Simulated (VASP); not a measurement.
Crystal: Al2Pt.

```
Al Pt
1.0
     0.00000    2.95500    2.95500
     2.95500    0.00000    2.95500
     2.95500    2.95500    0.00000
Al Pt
2 1
Direct
  0.25000 0.25000 0.25000
  0.75000 0.75000 0.75000
  0.00000 0.00000 0.00000
```

* Program: VASP 6.6.1
* Task: relaxation of cell and atoms
* Functional: PBE
* Potentials or basis: VASP PAW PBE potentials, release 64 (Al, Pt)
* Cutoff: 600 eV
* k mesh: 12 × 12 × 12
* Occupations: gaussian, width 0.1 eV
* Spin: no spin polarisation

At the start: pressure 2.3 GPa; volume 17.20 Å³/atom.

**Question.** How do energy, volume and symmetry change on relaxing?

**Answer.** Over 3 steps the energy falls by 2.1 meV/atom and the volume is 17.50 Å³/atom (+1.7 %); space group Fm-3m (No. 225, to 0.05 Å).

The path:
| step | energy change (eV) | largest force (eV/Å) | pressure (GPa) | volume (Å³) |
| --- | --- | --- | --- | --- |
| 1 | 0.0000 | 0.0000 | 2.33 | 51.61 |
| 2 | 0.0010 | 0.0000 | -2.35 | 53.50 |
| 3 | -0.0064 | 0.0000 | 0.01 | 52.50 |

Final structure:
```
CELL_PARAMETERS angstrom
0.00000 2.97204 2.97204
2.97204 0.00000 2.97204
2.97204 2.97204 0.00000
ATOMIC_POSITIONS crystal
Al 0.25000 0.25000 0.25000
Al 0.75000 0.75000 0.75000
Pt 0.00000 0.00000 0.00000
```
